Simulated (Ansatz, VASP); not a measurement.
## Cross-check of PtS2 between VASP and Ansatz

Wanted: the spread between two codes on one cell, functional and k mesh. The cell is taken from a series of runs on this material, whose earlier steps may have relaxed, scaled, displaced or heated it; both programs get it as it stands.

Calculated with Ansatz 0.2.0; plane waves, with VASP 6.6.1 beside it; single point at PBE.

### 1. Set-up

The cell holds 9 atoms: 3 Pt and 6 S. Cell: a = 3.487 Å, b = 9.225 Å, c = 30.000 Å, α = 90.0°, β = 90.0°, γ = 79.1°. It derives from PtS2. Vacuum lies along c.

### 2. Ansatz: single point, PBE, pair 1

Ansatz runs on its PAW soft_1 files.

With cell and atoms fixed, the geometry can't cause a difference; cores, projectors, grids and the points listed under the comparison can.

Input file input.yaml:

```yaml
crystal:
  lattice:
    - [3.4867210453, 0.0, 0.0]
    - [1.7433605226, 9.0587670034, 0.0]
    - [0.0, 0.0, 30.0]
  atoms:
    - { symbol: Pt, position: [0.8866810829, 0.2266378342, 0.3333333333] }
    - { symbol: Pt, position: [0.2226388672, 0.5547222656, 0.3333333333] }
    - { symbol: Pt, position: [0.5573467317, 0.8853065367, 0.3333333333] }
    - { symbol: S, position: [0.4454576321, 0.1090847359, 0.3791389977] }
    - { symbol: S, position: [0.7779203627, 0.4441592747, 0.3798354513] }
    - { symbol: S, position: [0.1099553438, 0.7800893125, 0.3797977714] }
    - { symbol: S, position: [0.4454576321, 0.1090847359, 0.287527669] }
    - { symbol: S, position: [0.7779203627, 0.4441592747, 0.2868312154] }
    - { symbol: S, position: [0.1099553438, 0.7800893125, 0.2868688953] }
  periodic: [true, true, false]
kpoints:
  mp_grid: { grid: [10, 10, 1] }
hamiltonian:
  xc: pbe
  pseudopotentials: { kind: paw, azcp: { folder: soft_1 } }
scf:
  occupations: { method: methfessel_paxton, width: 0.2 }
output:
  forces: true
  stress: true
  eigenvalues: true
```

Started as:

```bash
$ ansatz run input.yaml --threads 4 --pin off --max-ram 16384MiB --backend cpu --events-out ev --progress --plain --runs-dir out
```

Numbers of over 12 decimals in the logs are rounded to 6 here.

Log:

```text
Engine: ansatz 0.2.0, aarch64-unknown-linux-gnu
Pseudopotentials: kind: paw
Pseudopotential: Pt, paw, valence charge 18, recommended cutoff 420 eV (normal), soft_1/Pt.paw.azcp
Pseudopotential: S, paw, valence charge 6, recommended cutoff 420 eV (normal), soft_1/S.paw.azcp
Functional definition: PBE
  parameter kappa = 0.804
  parameter beta = 0.066725
  exchange = pbe_x(kappa = kappa, mu = beta*pi^2/3)
  correlation = pbe_c(beta = beta)
Crystal: 9 atoms, lattice volume = 947.562 Å³
Basis set: ecut = 420 eV, 18551 PW (Γ), exchange–correlation on 48×128×432 points (8 copies of the dense FFT grid, shifted against one another)
Bands: 54, of which v1, the nominal top of the filled ones, is band 45 counted from 1 (44 counted from 0)
Symmetry: 4 space group operations
Space group: Amm2 (ITA 38), of the structure as read, at distance tolerance 9.8e-5 Å
k-points: 31 of 100 (time reversal used)
Non-local potential: Pt, projectors of the file, l = 0: 3, l = 1: 2, l = 2: 2, l = 3: 1
Non-local potential: S, projectors of the file, l = 0: 2, l = 1: 2, l = 2: 1
PAW form: soft (Blöchl's): semilocal exchange-correlation on the pseudo side does not see the compensation charge
PAW one-centre angular grid: Pt, 590 points (default); XC on 64 Gauss nodes
PAW one-centre angular grid: S, 110 points (default); XC on 64 Gauss nodes
Initial density: superposition of atomic densities (neutral atoms: chi_scale 0, normalization atom)
Initial wavefunctions: pseudopotential atomic-orbital guess
Functional: x = pbe(κ = 0.804, μ = 0.219515), c = pbe(β = 0.066725)
SCF iter   1: F=—  HF=-42987.494553 eV  |F-HF|=—  |Δ(HF+E_count)|=         —  Δρ=3.81e-2  dr2=1.85e1  ethr=3.10e-3  ⟨swp⟩=15.8  Hψ=11729  notcnv=0
preconditioner: auto → LDOS  [metal: Δε(μ)=0.012 eV  Ē_g=7.645 eV  σ=0.200 eV  W_gap=0.05  n_scr=76 (ndim 8)  ℏωp=9.8 eV  f_vac=0.778  D(μ)=8.82/eV (n_scr^D=34)  β→1.0]
SCF iter   2: F=—  HF=-42984.941872 eV  |F-HF|=—  |Δ(HF+E_count)|=    2.55e0  S|Δr|=    0.00e0  Δρ=1.18e-2  dr2=2.26e0  ethr=3.10e-3  ⟨swp⟩=3.6  Hψ=4273  notcnv=0  defer=30
SCF iter   3: F=—  HF=-42984.630907 eV  |F-HF|=—  |Δ(HF+E_count)|=   3.11e-1  S|Δr|=    0.00e0  Δρ=7.62e-3  dr2=7.33e-1  ethr=2.51e-3  ⟨swp⟩=4.0  Hψ=5025  notcnv=0  defer=26
SCF iter   4: F=—  HF=-42984.451119 eV  |F-HF|=—  |Δ(HF+E_count)|=   1.80e-1  S|Δr|=    0.00e0  Δρ=1.47e-3  dr2=5.33e-2  ethr=8.15e-4  ⟨swp⟩=3.3  Hψ=3927  notcnv=0  defer=24
SCF iter   5: F=—  HF=-42984.443997 eV  |F-HF|=—  |Δ(HF+E_count)|=   7.12e-3  S|Δr|=    0.00e0  Δρ=4.00e-4  dr2=1.58e-3  ethr=5.92e-5  ⟨swp⟩=3.4  Hψ=4040  notcnv=0  defer=24
SCF iter   6: F=—  HF=-42984.444545 eV  |F-HF|=—  |Δ(HF+E_count)|=   5.48e-4  S|Δr|=    0.00e0  Δρ=1.13e-4  dr2=2.49e-4  ethr=1.76e-6  ⟨swp⟩=3.4  Hψ=3945  notcnv=0  defer=24
SCF iter   7: F=—  HF=-42984.444536 eV  |F-HF|=—  |Δ(HF+E_count)|=   8.76e-6  S|Δr|=    0.00e0  Δρ=5.41e-5  dr2=3.98e-5  ethr=2.77e-7  ⟨swp⟩=3.1  Hψ=3629  notcnv=0  defer=24
SCF iter   8: F=—  HF=-42984.445006 eV  |F-HF|=—  |Δ(HF+E_count)|=   4.70e-4  S|Δr|=    0.00e0  Δρ=1.72e-5  dr2=4.06e-6  ethr=4.43e-8  ⟨swp⟩=2.9  Hψ=3421  notcnv=0  defer=24
SCF iter   9: F=—  HF=-42984.445011 eV  |F-HF|=—  |Δ(HF+E_count)|=   4.64e-6  S|Δr|=    0.00e0  Δρ=4.77e-6  dr2=3.34e-7  ethr=4.51e-9  ⟨swp⟩=3.1  Hψ=3509  notcnv=0  defer=24
SCF iter  10: F=-42984.445011 eV  HF=-42984.445011 eV  |F-HF|=9.46e-8  |Δ(HF+E_count)|=   2.46e-7  S|Δr|=    0.00e0  Δρ=1.18e-6  dr2=2.78e-8  ethr=1.11e-10  ⟨swp⟩=23.0  Hψ=11175  notcnv=0
SCF 1 converged in 10 iterations: F = -42984.445011 eV  dr2 = 2.78e-8
  greatest PAW one-centre occupation: 1.000 electrons in one spin orbital (limit 2), on the Pt atom at site 2 (counted from 0), in its partial waves of l = 0
SCF converged after 10 iterations
Stability not checked: this state was not tested for a lower state beside it, because cold or Methfessel-Paxton smearing, or corrected tetrahedra, fill the levels in a way that the test cannot read (fill_not_monotonic; see scf.lower_state_search)
Free energy (F): -42984.445011 eV
Harris-Foulkes:  -42984.445011 eV  (|F-HF|=9.46e-8)
Internal energy: -42984.434783 eV  (E = F + TS)
E sigma→0 (E₀):  -42984.442454 eV
Entropy (-TS):   -0.010228 eV (-1.136 meV/atom)
Fermi energy:    -5.192928 eV
--- Per-component energies (eV) ---
  E_band       = -2393.593909
  E_kinetic    = 2409.492061
  E_local      = -154423.344709  (includes V_loc(G=0)·N_el)
  E_nonlocal   = 819.160545
  E_hartree    = 75554.917946
  E_xc         = -1221.747620
  E_vxc        = -1298.930644  (∫ρ·V_xc dr)
  E_paw        = -32101.985882  (= ΣΔE_a)
  E_vpaw       = -1009.835255  (= ΣTr[D̂ρ^β])
  E_aug_tail   = 0.003347  (compensation charges beyond the density's cutoff)
  E_ewald      = 65979.069529
  E_smearing   = -0.010228  (= −TS)
  E_closure    = -0.000000  (closes the sum)
  Σ components = -42984.445011   (vs F -42984.445011, Δ=0.00e0)
--- Forces (eV/Å), atoms counted from 1 ---
  atom   1  Pt    -0.00000000     0.04665349     0.00000000
  atom   2  Pt     0.00000000    -0.05611164    -0.00000000
  atom   3  Pt     0.00000000    -0.07732950    -0.00000000
  atom   4  S     -0.00000000     0.00214428     0.00193788
  atom   5  S     -0.00000000     0.03011694     0.01424132
  atom   6  S     -0.00000000     0.01113532     0.02005307
  atom   7  S     -0.00000000     0.00214428    -0.00193788
  atom   8  S     -0.00000000     0.03011694    -0.01424132
  atom   9  S     -0.00000000     0.01113532    -0.02005307
  max |Σ_I F_I| component: 5.43e-6 eV/Å
--- 2D stress c σ (N/m, compression-positive) ---
        0.041253       0.000000       0.000000
        0.000000      -0.034395       0.000000
        0.000000       0.000000       0.000000
  P = ½ c Tr σ = 0.0034 N/m
--- Band table (eV; the first three rows and the last of 31) ---
  k-point 0: bands = [... 41 lower, -6.1538, -6.0657, -4.9221, -4.9026, -4.7139, -4.6087, -4.5045, -4.5011, ... 5 higher]
  k-point 1: bands = [... 41 lower, -6.0430, -5.8888, -4.9744, -4.8882, -4.8308, -4.5486, -4.5285, -4.4839, ... 5 higher]
  k-point 2: bands = [... 41 lower, -5.8525, -5.6710, -5.1098, -4.9651, -4.8467, -4.6756, -4.5985, -4.3355, ... 5 higher]
  k-point 30: bands = [... 41 lower, -7.3417, -6.5507, -6.2996, -5.9216, -4.7528, -4.3223, -4.2022, -3.8874, ... 5 higher]
  ° read free of the cell's end (the report's vacuum.weakly_bound_levels)
```

### 3. VASP: single point, PBE, pair 1

The same cell, functional, mesh and smearing now go to VASP, with its own data sets.

Lines of VASP's logs that name or quote its potential files are left out, and so is its time.

Input file INCAR:

```
SYSTEM = PtS2
PREC = Accurate
ENCUT = 400
EDIFF = 1E-06
NELM = 120
ISMEAR = 1
SIGMA = 0.2
LREAL = .FALSE.
ALGO = Normal
GGA = PE
NBANDS = 42
LASPH = .TRUE.
LORBIT = 11
LWAVE = .FALSE.
LCHARG = .FALSE.
ISIF = 2
LDIPOL = .TRUE.
IDIPOL = 3
DIPOL = 0.5 0.5 0.333
LVHAR = .TRUE.
GGA_COMPAT = .FALSE.
NELMDL = -8
KPAR = 2
```

Input file POSCAR:

```
PtS2
1.0
    3.4867210453      0.0000000000      0.0000000000
    1.7433605226      9.0587670034      0.0000000000
    0.0000000000      0.0000000000     30.0000000000
Pt S
3 6
Direct
    0.8866810829      0.2266378342      0.3333333333
    0.2226388672      0.5547222656      0.3333333333
    0.5573467316      0.8853065367      0.3333333333
    0.4454576320      0.1090847359      0.3791389976
    0.7779203626      0.4441592747      0.3798354512
    0.1099553438      0.7800893125      0.3797977713
    0.4454576320      0.1090847359      0.2875276689
    0.7779203626      0.4441592747      0.2868312153
    0.1099553438      0.7800893125      0.2868688952
```

Input file KPOINTS:

```
Automatic mesh
0
Gamma
10 10 1
0 0 0
```

The projector-augmented-wave data sets are Pt and S (PBE family, release 64).

Started as:

```bash
$ mpirun -np 2 vasp_std
```

Log:

```text
[banner, memory and clock lines left out]
running    2 mpi-ranks, on    1 nodes
 distrk:  each k-point on    1 cores,    2 groups
 distr:  one band on    1 cores,    1 groups

 POSCAR found type information on POSCAR PtS
 POSCAR found :  2 types and       9 ions
 LDA part: xc-table for (Slater+PW92), standard interpolation
 POSCAR, INCAR and KPOINTS ok, starting setup
 FFT: planning ... GRIDC
 FFT: planning ... GRID_SOFT
 FFT: planning ... GRID
 WAVECAR not read
 entering main loop
       N       E                     dE             d eps       ncg     rms          rms(c)
DAV:   1     0.539725986270E+03    0.53973E+03   -0.18197E+04  2628   0.915E+02
DAV:   2     0.500816910069E+02   -0.48964E+03   -0.46632E+03  4182   0.195E+02
DAV:   3    -0.406518822980E+02   -0.90734E+02   -0.89103E+02  3230   0.942E+01
DAV:   4    -0.440216952673E+02   -0.33698E+01   -0.32512E+01  3456   0.209E+01
DAV:   5    -0.441132888994E+02   -0.91594E-01   -0.90020E-01  3330   0.336E+00
DAV:   6    -0.441160614628E+02   -0.27726E-02   -0.27639E-02  3552   0.605E-01
DAV:   7    -0.441161639905E+02   -0.10253E-03   -0.10249E-03  3442   0.102E-01
DAV:   8    -0.441161683020E+02   -0.43115E-05   -0.43096E-05  3346   0.198E-02    0.312E+01
DAV:   9    -0.422108986906E+02    0.19053E+01   -0.18641E+01  2702   0.283E+01    0.242E+01
DAV:  10    -0.413236213621E+02    0.88728E+00   -0.76376E+00  2652   0.217E+01    0.837E+00
DAV:  11    -0.410445071271E+02    0.27911E+00   -0.99336E-01  2806   0.617E+00    0.242E+00
DAV:  12    -0.409887257252E+02    0.55781E-01   -0.26717E-01  2838   0.401E+00    0.152E+00
DAV:  13    -0.409764067731E+02    0.12319E-01   -0.50763E-02  2848   0.168E+00    0.455E-01
DAV:  14    -0.409765163911E+02   -0.10962E-03   -0.67653E-03  3352   0.393E-01    0.244E-01
[...]
DAV:  19    -0.409766756483E+02   -0.34343E-05   -0.28669E-06  2510   0.945E-03    0.134E-02
DAV:  20    -0.409766824571E+02   -0.68088E-05   -0.21919E-06  2292   0.690E-03    0.337E-03
DAV:  21    -0.409766852191E+02   -0.27620E-05   -0.40582E-07  2020   0.287E-03    0.185E-03
DAV:  22    -0.409766886654E+02   -0.34463E-05   -0.43935E-07  2110   0.206E-03    0.705E-04
DAV:  23    -0.409766914085E+02   -0.27431E-05   -0.29846E-07  1976   0.146E-03    0.635E-04
DAV:  24    -0.409766925471E+02   -0.11386E-05   -0.95398E-08  1804   0.964E-04    0.581E-04
DAV:  25    -0.409766937154E+02   -0.11683E-05   -0.10591E-07  1832   0.670E-04    0.389E-04
DAV:  26    -0.409766944744E+02   -0.75905E-06   -0.53539E-08  1786   0.506E-04
   1 F= -.40976694E+02 E0= -.40973291E+02  d E =-.102103E-01
```

Parts of OUTCAR (step 3):

```text
ion  position               nearest neighbor table
   1  0.887  0.227  0.333-   5 2.41   8 2.41   4 2.46   4 2.46   7 2.46   7 2.46   2 3.45   2 3.45

  LATTYP: Found a base centered orthorhombic cell.
 ALAT       =     3.4867210453
 B/A-ratio  =     5.1961524227
 C/A-ratio  =     8.6040723104

 Subroutine GETGRP returns: Found  4 space group operations
 (whereof  2 operations were pure point group operations)

The static configuration has the point symmetry C_1h.
 The point group associated with its full space group is C_2v.

 Found     31 irreducible k-points:

   k-points           NKPTS =     31   k-points in BZ     NKDIM =     31   number of bands    NBANDS=     42

   dimension x,y,z NGX =    24 NGY =   60 NGZ =  196
   dimension x,y,z NGXF=    48 NGYF=  120 NGZF=  392

   ENCUT  =  400.0 eV  29.40 Ry    5.42 a.u.   5.69 15.04 48.92*2*pi/ulx,y,z

   NELECT =      66.0000    total number of electrons

 k-points in reciprocal lattice and weights: Automatic mesh
   0.00000000  0.00000000  0.00000000       0.010
   0.10000000  0.00000000  0.00000000       0.040
   0.20000000  0.00000000  0.00000000       0.040
   0.30000000  0.00000000  0.00000000       0.040
   0.40000000  0.00000000  0.00000000       0.040
   0.50000000  0.00000000  0.00000000       0.020
   0.00000000  0.10000000  0.00000000       0.020
   0.20000000  0.10000000  0.00000000       0.020
   0.30000000  0.10000000  0.00000000       0.040
[...]
-0.10000000  0.40000000  0.00000000       0.040
   0.00000000  0.50000000  0.00000000       0.010

 dipolmoment           0.000000      0.000000     -0.000000 electrons x Angstroem

 average (electrostatic) potential at core
       1 -77.8715       2 -77.7909       3 -77.9676       4 -95.6789       5 -95.6871
       6 -95.6956       7 -95.6789       8 -95.6872       9 -95.6957

 E-fermi :  -3.0588

 k-point     1 :       0.0000    0.0000    0.0000
  band No.  band energies     occupation
    ...
     27      -4.6353      2.00000
     28      -4.2325      2.00000
     29      -4.0446      2.00000
     30      -4.0175      2.00000
     31      -3.9290      2.00000
     32      -2.7930     -0.06801
     33      -2.7745     -0.06190
     34      -2.5768     -0.00343
     35      -2.4728     -0.00027
     36      -2.3714     -0.00001
    ...

 k-point     2 :       0.1000    0.0000    0.0000
  band No.  band energies     occupation
    ...
     28      -4.5575      2.00000
     29      -4.3568      2.00000
     30      -3.8908      2.00000
     31      -3.7452      2.00001
     32      -3.0002      0.52655
     33      -2.8097     -0.07079
     34      -2.6875     -0.02471
     35      -2.6539     -0.01475
     36      -2.5723     -0.00311
     37      -2.5351     -0.00134
    ...

 k-point     3 :       0.2000    0.0000    0.0000
  band No.  band energies     occupation
    ...
     29      -4.5354      2.00000
     30      -3.8314      2.00000
     31      -3.6990      2.00006
     32      -3.2770      2.06435
     33      -3.1584      1.73769
     34      -2.9961      0.49694
     35      -2.9236      0.09741
     36      -2.6756     -0.02076
     37      -2.3865     -0.00002
     38      -1.7758     -0.00000
    ...

  Total       -0.2862476     -0.4371580     -0.3175212      0.0000000      0.0000000      0.0000000
  in kB       -0.4839994     -0.7391651     -0.5368782      0.0000000      0.0000000      0.0000000
  external PRESSURE =      -0.5866809 kB  Pullay stress =       0.0000000 kB

  energy-cutoff  :      400.00
  volume of cell :      947.56
      direct lattice vectors                 reciprocal lattice vectors
     3.486721045  0.000000000  0.000000000     0.286802410 -0.055195150  0.000000000
     1.743360523  9.058767003  0.000000000     0.000000000  0.110390299  0.000000000
     0.000000000  0.000000000 30.000000000     0.000000000  0.000000000  0.033333333

 POSITION                                       TOTAL-FORCE (eV/Angst)
 -----------------------------------------------------------------------------------
      3.48672      2.05306     10.00000        -0.000000      0.047637      0.000000
      1.74336      5.02510     10.00000         0.000000     -0.057134      0.000000
      3.48672      8.01979     10.00000         0.000000     -0.076428      0.000000
      1.74336      0.98817     11.37417        -0.000000      0.001504     -0.038575
      3.48672      4.02354     11.39506        -0.000000      0.028089     -0.025431
      1.74336      7.06665     11.39393        -0.000000      0.013369     -0.020853
      1.74336      0.98817      8.62583        -0.000000      0.001504      0.038575
      3.48672      4.02354      8.60494        -0.000000      0.028089      0.025431
      1.74336      7.06665      8.60607        -0.000000      0.013369      0.020853
 -----------------------------------------------------------------------------------
    total drift:                               -0.000016      0.000129      0.000062

  FREE ENERGIE OF THE ION-ELECTRON SYSTEM (eV)
  ---------------------------------------------------
  free  energy   TOTEN  =       -40.9766944744 eV

  energy  without entropy=      -40.9664841824  energy(sigma->0) =      -40.97329104

 vacuum level on the upper side and lower side of the slab         2.116         2.116

 total charge
# of ion       s       p       d       tot
------------------------------------------
    1        0.632   0.669   8.016   9.316
    2        0.627   0.650   8.022   9.299
    3        0.640   0.692   8.012   9.344
    4        1.382   2.183   0.000   3.565
    5        1.376   2.196   0.000   3.573
    6        1.378   2.194   0.000   3.572
    7        1.382   2.183   0.000   3.565
    8        1.376   2.196   0.000   3.573
    9        1.378   2.194   0.000   3.572
--------------------------------------------------
tot         10.170  15.158  24.049  49.378

[... 3 further parts left out ...]
```

The run ends at a pressure of -0.06 GPa, with forces up to 0.076 eV/Å.

### 4. Differences

Known differences besides the potentials themselves: Ansatz cuts the interaction across the vacuum, VASP repeats the sheet with a dipole correction; the data sets hold 90 valence electrons in Ansatz (on its PAW soft_1 files) and 66 in VASP; the cutoff is 420 eV in Ansatz and 400 eV in VASP. Total energies have different zeros and are not compared.

Forces (eV/Å; atoms numbered as in POSCAR):

```
atom        Ansatz x, y, z          VASP x, y, z
 Pt1   0.000, 0.047, 0.000   0.000, 0.048, 0.000
 Pt2  0.000, -0.056, 0.000  0.000, -0.057, 0.000
 Pt3  0.000, -0.077, 0.000  0.000, -0.076, 0.000
  S4   0.000, 0.002, 0.002  0.000, 0.002, -0.039
  S5   0.000, 0.030, 0.014  0.000, 0.028, -0.025
  S6   0.000, 0.011, 0.020  0.000, 0.013, -0.021
  S7  0.000, 0.002, -0.002   0.000, 0.002, 0.039
  S8  0.000, 0.030, -0.014   0.000, 0.028, 0.025
  S9  0.000, 0.011, -0.020   0.000, 0.013, 0.021
```

The forces differ by 19 meV/Å r.m.s., which is 72.9 % of the r.m.s. force of 0.026 eV/Å (both taken over all components). With vacuum in the cell, a pressure given here is an average over mostly empty space and none of the material.

### 5. Other set-ups

Further runs change the set-up of one program: Ansatz's method, potentials or start, or VASP's data sets, cutoff or form of LDA. The table gives that difference for each run.

```
                                                          run  r.m.s. force difference (meV/Å)
                                                     as above                               19
VASP with the data sets Pt_sv_GW and S and a cutoff of 430 eV                              7.9
```

[end of part 1 of 2]

[Lines on the potential files, build, host, timing and source positions are cut from VASP's logs without a mark.]

[Logs are printed without paths, hosts, clocks, repeated set-up lines and the standing remarks that a program may print on its own settings, such as how far it seeks lower states.]

[Hosts, paths, dates, database ids (printed as entryN), source tags and the programs' standing remarks are cut or masked in the printed files.]
